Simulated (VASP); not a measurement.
Calculation: PBEsol GGA, VASP's PBE PAW potentials (set 64) (plane waves; VASP).

The input files of a VASP run:

File KPOINTS:
```
kpoints
0
gamma
12 12 12
0 0 0
```

POSCAR:
```
TaTe
1
    0.0000000000     3.0915192435     3.0915192435
    3.0915192435    -0.0000000000     3.0915192435
    3.0915192435     3.0915192435    -0.0000000000
Ta Te
1 1
Direct
  0.0000000000   0.0000000000   0.0000000000
  0.2500000000   0.2500000000   0.2500000000
```

### INCAR
```
# general
SYSTEM  = TaTe
PREC    = Accurate
ENCUT   = 400
LREAL   = .FALSE.
LASPH   = .TRUE.

# electronic loop
EDIFF   = 1E-7
NELM    = 100
ALGO    = Normal
LMAXMIX = 6

# smearing
ISMEAR  = -5

# functional
GGA     = PS

# ions
ISIF    = 2

# output
LWAVE   = .FALSE.
LCHARG  = .TRUE.
LORBIT  = 11
NEDOS   = 601
```

POTCAR, in this order: Ta_pv Te (PBE.64 set). Program: vasp_std.

The run wrote:

File OSZICAR:
```
       N       E                     dE             d eps       ncg     rms          rms(c)
DAV:   1     0.720600170105E+02    0.72060E+02   -0.73700E+03  1872   0.973E+02
DAV:   2    -0.110410069479E+02   -0.83101E+02   -0.80317E+02  2088   0.234E+02
DAV:   3    -0.142935356774E+02   -0.32525E+01   -0.31551E+01  2160   0.429E+01
DAV:   4    -0.143668909640E+02   -0.73355E-01   -0.71271E-01  2276   0.648E+00
DAV:   5    -0.143684874850E+02   -0.15965E-02   -0.15834E-02  2236   0.806E-01    0.102E+01
DAV:   6    -0.139387264872E+02    0.42976E+00   -0.15961E+00  1992   0.897E+00    0.482E+00
DAV:   7    -0.139136541282E+02    0.25072E-01   -0.53081E-02  2156   0.194E+00    0.220E+00
DAV:   8    -0.139059786034E+02    0.76755E-02   -0.80575E-03  1952   0.668E-01    0.130E-01
DAV:   9    -0.139060380017E+02   -0.59398E-04   -0.28346E-04  2152   0.139E-01    0.760E-02
DAV:  10    -0.139060687853E+02   -0.30784E-04   -0.36841E-05  2116   0.508E-02    0.871E-03
DAV:  11    -0.139060687352E+02    0.50196E-07   -0.16816E-06  2480   0.983E-03    0.248E-03
DAV:  12    -0.139060681835E+02    0.55162E-06   -0.34558E-07  1884   0.452E-03    0.106E-03
DAV:  13    -0.139060682248E+02   -0.41254E-07   -0.19936E-08  1040   0.112E-03
   1 F= -.13906068E+02 E0= -.13906068E+02  d E =0.000000E+00
```

OUTCAR:
```
------------------------ aborting loop because EDIFF is reached ----------------------------------------
  FORCE on cell =-STRESS in cart. coord.  units (eV):
  Direction    XX          YY          ZZ          XY          YZ          ZX
  --------------------------------------------------------------------------------------
  Total        0.0488419      0.0488419      0.0488419      0.0000000     -0.0000000      0.0000000
  in kB        1.3242118      1.3242118      1.3242118      0.0000000     -0.0000000      0.0000000
  external PRESSURE =       1.3242118 kB  Pullay stress =       0.0000000 kB
  volume of cell :       59.09
      direct lattice vectors                 reciprocal lattice vectors
     0.000000000  3.091519244  3.091519244    -0.161732779  0.161732779  0.161732779
     3.091519244  0.000000000  3.091519244     0.161732779 -0.161732779  0.161732779
     3.091519244  3.091519244  0.000000000     0.161732779  0.161732779 -0.161732779
 POSITION                                       TOTAL-FORCE (eV/Angst)
 -----------------------------------------------------------------------------------
      0.00000      0.00000      0.00000        -0.000000     -0.000000     -0.000000
      1.54576      1.54576      1.54576         0.000000      0.000000      0.000000
 -----------------------------------------------------------------------------------
    total drift:                                0.000000      0.000000      0.000000
  FREE ENERGIE OF THE ION-ELECTRON SYSTEM (eV)
  ---------------------------------------------------
  free  energy   TOTEN  =       -13.9060682248 eV

  energy  without entropy=      -13.9060682248  energy(sigma->0) =      -13.90606822

 total charge

# of ion       s       p       d       tot
------------------------------------------
    1        0.301   6.075   2.451   8.826
    2        1.326   2.108   0.126   3.560
--------------------------------------------------
tot          1.627   8.183   2.576  12.386
```
(Selected blocks of OUTCAR.)

For a metal the tetrahedron method with Blöchl corrections gives inexact stress and forces.

The structure was generated: TaTe was put into the zinc blende type (F-43m), which need not be its known phase. It was relaxed first, which changed the volume by -34 %. The electron count is odd and the run is not spin-polarised, which forces a metal.
